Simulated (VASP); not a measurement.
Crystal: TiN (Osbornite).

```
CELL_PARAMETERS angstrom
0.00000 2.11900 2.11900
2.11900 0.00000 2.11900
2.11900 2.11900 0.00000
ATOMIC_POSITIONS crystal
Ti 0.00000 0.00000 0.00000
N 0.50000 0.50000 0.50000
```

```yaml
Program: VASP 6.6.1
Task: relaxation of cell and atoms
Functional: PBEsol
Potentials_or_basis: VASP PAW PBE potentials, release 64 (Ti_sv, N)
Cutoff: 600 eV
k_mesh: 16 × 16 × 16
Occupations: methfessel-paxton, width 0.1 eV
Spin: no spin polarisation
```

At the start: pressure -6.6 GPa; volume 9.51 Å³/atom.

Problem. Where does the relaxation end?

Solution. Over 3 steps the energy falls by 4.5 meV/atom and the volume is 9.30 Å³/atom (-2.3 %); space group Fm-3m (No. 225, to 0.05 Å).

The path:
```
step  energy change (eV)  largest force (eV/Å)  pressure (GPa)  volume (Å³)
   1              0.0000                0.0000           -6.58        19.03
   2              0.0115                0.0000           10.91        17.97
   3             -0.0091                0.0000           -0.03        18.60
```

Final structure:
```
Ti N
1.0
     0.00000    2.10294    2.10294
     2.10294    0.00000    2.10294
     2.10294    2.10294    0.00000
Ti N
1 1
Direct
  0.00000 0.00000 0.00000
  0.50000 0.50000 0.50000
```

Caveat: the PAW data sets were made with another functional, which shifts forces and pressure a little.
